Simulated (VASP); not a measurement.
All values below come from PBE GGA, VASP's PBE PAW potentials (set 64) (plane waves; VASP).

The input files of a VASP run:

### INCAR
```
SYSTEM  =  Zn26Se28
PREC  =  Normal; ENCUT  =  400; LREAL  =  Auto
LASPH  =  T; ISYM  =  0
EDIFF  =  1E-5; NELM  =  100; NELMIN  =  4
ALGO  =  Fast; LMAXMIX  =  4
ISMEAR  =  0; SIGMA  =  0.05
GGA  =  PE
IBRION  =  2; NSW  =  60; ISIF  =  2
EDIFFG  =  -0.03
LWAVE  =  F; LCHARG  =  F
```

**KPOINTS**
```
kpoints
0
G
1 1 1
```

**POSCAR**
```
Zn26Se28
1.0
  0.0000000000   8.6099050440   8.6099050440
  8.6099050440   0.0000000000   8.6099050440
  8.6099050440   8.6099050440   0.0000000000
Zn Se
26 28
Cartesian
  0.0000000000   0.0000000000   0.0000000000
  2.8699654780   2.8699654780   0.0000000000
 14.3498446100  14.3498446100  17.2198100880
  2.8699654780   0.0000000000   2.8699654780
  5.7399309561   2.8699654780   2.8699654780
  8.6099050440  14.3498446100  11.4798705220
  5.7399395660   0.0000000000   5.7399395660
  8.6099050440   2.8699654780   5.7399395660
 11.4798791319  14.3498446100  14.3498446100
  0.0000000000   2.8699654780   2.8699654780
  2.8699654780   5.7399309561   2.8699654780
 14.3498446100   8.6099050440  11.4798705220
  2.8699654780   2.8699654780   5.7399309561
  5.7399309561   5.7399309561   5.7399309561
  5.7399395660   2.8699654780   8.6099050440
  8.6099050440   5.7399309561   8.6099050440
 11.4798791319   8.6099050440   8.6099050440
  0.0000000000   5.7399395660   5.7399395660
  2.8699654780   8.6099050440   5.7399395660
 14.3498446100  11.4798791319  14.3498446100
  2.8699654780   5.7399395660   8.6099050440
  5.7399309561   8.6099050440   8.6099050440
  8.6099050440  11.4798791319   8.6099050440
  5.7399395660   5.7399395660  11.4798791319
  8.6099050440   8.6099050440  11.4798791319
 11.4798791319  11.4798791319  11.4798791319
  4.3049525220   4.3049525220   4.3049525220
  7.1272621756   7.1639317612   4.2953008184
 10.0880793717  10.0271642935   4.2799407478
  7.1749180000   4.3049525220   7.1749180000
 10.0180550139   7.2110107220   7.1719734125
 12.9148575660  10.0448920880   7.1749180000
 10.0448920880   4.3049525220  10.0448920880
 12.9148575660   7.1749180000  10.0448920880
 15.7848316539  10.0448920880  10.0448920880
  4.3049525220   7.1749180000   7.1749180000
  7.1413996397   9.9951612764   7.2002483407
 10.0448920880  12.9148575660   7.1749180000
  7.1749180000   7.1749180000  10.0448834781
 10.0448834781  10.0448834781  10.0448834781
  8.5796756674   8.5722280995   5.7115268793
 12.9148575660  12.9148575660  10.0448834781
 10.0448920880   7.1749180000  12.9148575660
 12.9148575660  10.0448834781  12.9148575660
 15.7848316539  12.9148575660  12.9148575660
  4.3049525220  10.0448920880  10.0448920880
  7.1749180000  12.9148575660  10.0448920880
 10.0448920880  15.7848316539  10.0448920880
  7.1749180000  10.0448920880  12.9148575660
 10.0448834781  12.9148575660  12.9148575660
 12.9148575660  15.7848316539  12.9148575660
 10.0448920880  10.0448920880  15.7848316539
 12.9148575660  12.9148575660  15.7848316539
 15.7848316539  15.7848316539  15.7848316539
```

POTCAR, in this order: Zn Se (PBE.64 set). Program: vasp_gam.

Problem. What will the output report for the number of irreducible k-points (NKPTS), largest plane-wave count, FFT grid (NGX, NGY, NGZ)?

Solution. 
The number of irreducible k-points (NKPTS) is 1 and the largest plane-wave count comes out as 11645. The FFT grid (NGX, NGY, NGZ) is 60 × 60 × 60.

The cell is a supercell with a defect, built from a database entry that may be metastable or hypothetical: Se_Zn. The run is not spin-polarised, so no state with unpaired spins was tried.
